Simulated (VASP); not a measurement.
Input for VASP

### INCAR
```
ALGO = Normal
EDIFF = 1E-6
EDIFFG = -0.01
ENCUT = 530
GGA = PE
IBRION = 2
ISIF = 3
ISMEAR = 0
LASPH = .True.
LCHARG = .False.
LMAXMIX = 4
LREAL = .False.
LWAVE = .False.
NELM = 100
NSW = 60
PREC = Accurate
SIGMA = 0.05
SYSTEM = BAs
```

POSCAR:
```
BAs
1
   -0.0000000000     2.4082060436     2.4082060436
    2.4082060436    -0.0000000000     2.4082060436
    2.4082060436     2.4082060436    -0.0000000000
B As
1 1
Direct
  0.0000000000   0.0000000000   0.0000000000
  0.7500000000   0.7500000000   0.7500000000
```

**KPOINTS**
```
Automatic mesh
0
Gamma
9 9 9
0 0 0
```

POTCAR, in this order: B As (PBE.64 set). Program: vasp_std.

Q: Translate this PBE calculation to Quantum ESPRESSO's pw.x.

A: One equivalent input (not run):
```
&CONTROL
  calculation = 'vc-relax'
  pseudo_dir = './pseudo'
  outdir = './out'
  tprnfor = .true.
  tstress = .true.
  nstep = 60
  forc_conv_thr = 0.00039
/
&SYSTEM
  ibrav = 0
  nat = 2
  ntyp = 2
  ecutwfc = 84
  occupations = 'smearing'
  smearing = 'gaussian'
  degauss = 0.003675
  input_dft = 'pbe'
/
&ELECTRONS
  conv_thr = 7.3e-08
  electron_maxstep = 100
/
&IONS
/
&CELL
/
ATOMIC_SPECIES
  B 10.810 B.upf
  As 74.922 As.upf
CELL_PARAMETERS angstrom
    -0.0000000    2.4082060    2.4082060
     2.4082060   -0.0000000    2.4082060
     2.4082060    2.4082060   -0.0000000
ATOMIC_POSITIONS crystal
  B    0.0000000  0.0000000  0.0000000
  As   0.7500000  0.7500000  0.7500000
K_POINTS automatic
  9 9 9 0 0 0
```
Limits of the translation: the potentials are each code's own (VASP's PAW set, PseudoDojo norm-conserving files in pw.x), so ENCUT and ecutwfc are chosen apart and not converted; conv_thr bounds pw.x's estimated SCF error, while EDIFF bounds the energy change between steps; forc_conv_thr acts on force components and is met together with etot_conv_thr.

The compound is BAs in the zinc blende structure. It was relaxed first. The start is the result of an earlier pass.
